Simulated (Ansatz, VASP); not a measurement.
LaMg6Mn: VASP beside Ansatz

The input INCAR:

```
PREC = Accurate
ENCUT = 520
EDIFF = 1E-7
ISMEAR = -1
SIGMA = 0.05
LREAL = F
LASPH = T
NELM = 100
ALGO = Normal
ISIF = 2
LWAVE = F
LCHARG = F
ISPIN = 2
MAGMOM = 0 4 0 0 0 0 0 0
LORBIT = 11
LMAXMIX = 6
GGA = PE
NBANDS = 32
```

KPOINTS

```
regular mesh
0
Gamma
  5 5 5
```

POSCAR

```
LaMg6Mn
1.0
    5.2164564550      0.0000000000      0.0000000000
    0.0000000000      3.3801714875      5.8709449061
    0.0000000000     -3.3801714875      5.8709449061
La Mn Mg
1 1 6
Direct
    0.5000000000      0.6748660000      0.6748660000
    0.0000000000      0.8361220000      0.8361220000
    0.5000000000      0.1625480000      0.1625480000
    0.5000000000      0.1578490000      0.6803110000
    0.5000000000      0.6803110000      0.1578490000
    0.0000000000      0.3333210000      0.3333210000
    0.0000000000      0.3164810000      0.8385030000
    0.0000000000      0.8385030000      0.3164810000
```

The input input.yaml:

```yaml
crystal:
  lattice:
    - [5.216456455, 0.0, 0.0]
    - [0.0, 3.3801714875, 5.8709449061]
    - [0.0, -3.3801714875, 5.8709449061]
  atoms:
    - { symbol: La, position: [0.5, 0.674866, 0.674866] }
    - { symbol: Mn, position: [0.0, 0.836122, 0.836122], spin: 4.0 }
    - { symbol: Mg, position: [0.5, 0.162548, 0.162548] }
    - { symbol: Mg, position: [0.5, 0.157849, 0.680311] }
    - { symbol: Mg, position: [0.5, 0.680311, 0.157849] }
    - { symbol: Mg, position: [0.0, 0.333321, 0.333321] }
    - { symbol: Mg, position: [0.0, 0.316481, 0.838503] }
    - { symbol: Mg, position: [0.0, 0.838503, 0.316481] }
hamiltonian:
  xc: pbe
  pseudopotentials: { kind: paw }
magnetization:
  spin_polarized: true
kpoints:
  mp_grid: { grid: [5, 5, 5] }
scf:
  occupations: { method: fermi_dirac, width: 0.05 }
output:
  forces: true
  stress: true
  eigenvalues: true
```

Change from the starting cell: volume scaled by 1.06.

Alike in both runs: task single point; functional PBE; k mesh 5 × 5 × 5; occupations fermi-dirac, width 0.05 eV; collinear spin, ferromagnetic start.

|  | VASP | Ansatz |
| --- | --- | --- |
| version | VASP 6.6.1 | Ansatz 0.2.0 |
| potentials or method | VASP PAW PBE potentials, release 64 (La, Mn_pv, Mg) | Ansatz PAW |
| plane-wave cutoff (eV) | 520 | 420 |
| valence electrons in the cell | 36 | 86 |

Ansatz gave:

| Property | Result |
| --- | --- |
| gap on the k mesh at the Fermi level (eV) | none |
| pressure (GPa) | -2.0 |
| largest component of the traceless stress (GPa) | 0.24 |
| rms of the force components (eV/Å) | 0.036 |
| net moment per atom (μB) | 0.49 |
| size of the moment on the site where the two differ most (μB) | 4.12 |

**Question.** Which values does VASP return?

**Answer.** gap on the k mesh at the Fermi level (eV): none; pressure (GPa): -2.1; largest component of the traceless stress (GPa): 0.25; rms of the force components (eV/Å): 0.037; net moment per atom (μB): 0.49; size of the moment on the site where the two differ most (μB): 3.92.

Site moments also hang on the region over which each program counts them. Atom by atom the forces differ by 0.001 eV/Å (rms over components). A gap of «none» marks a metal or a gap that the smearing closes. The functional is the same, so the differences come from potentials, cutoffs and numerics. The two sets of potentials don't hold the same shells in valence.

The runs have no spin-orbit coupling, so splittings on La are missing.
